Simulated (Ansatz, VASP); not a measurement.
# AlIn2As2P in VASP and in Ansatz

```
CELL_PARAMETERS angstrom
5.22909 0.00000 0.00000
0.00000 5.22909 0.00000
0.00000 0.00000 5.83871
ATOMIC_POSITIONS crystal
Al 0.50000 0.50000 0.50000
In 0.50000 0.50000 0.17021
In 0.50000 0.50000 0.82979
P 0.00000 0.00000 0.00000
As 0.00000 0.50000 0.50000
As 0.50000 0.00000 0.50000
```

Alike in both runs: task single point; functional PBE; k mesh 4 × 4 × 4; occupations gaussian, width 0.1 eV; no spin polarisation.

|  | VASP | Ansatz |
| --- | --- | --- |
| version | VASP 6.6.1 | Ansatz 0.2.0 |
| potentials or method | VASP PAW PBE potentials, release 64 (Al, In_d, P, As) | scalar-relativistic, plane waves, PAW |
| plane-wave cutoff (eV) | 520 | 420 |
| valence electrons in the cell | 44 | 64 |

VASP gave:

- gap on the k mesh at the Fermi level (eV): none
- rms of the force components (eV/Å): 1.991

Problem. Which values does Ansatz return?

Solution. gap on the k mesh at the Fermi level (eV): none; rms of the force components (eV/Å): 2.096.

Atom by atom the forces differ by 0.104 eV/Å (rms over components). A gap of «none» marks a metal or a gap that the smearing closes. With one functional, cell and mesh, what is left measures potentials, basis and numerics. The two sets of potentials don't hold the same shells in valence.

Caveats: forces of over 1 eV/Å show positions far from the minimum, so gaps and moduli don't describe the material at rest.
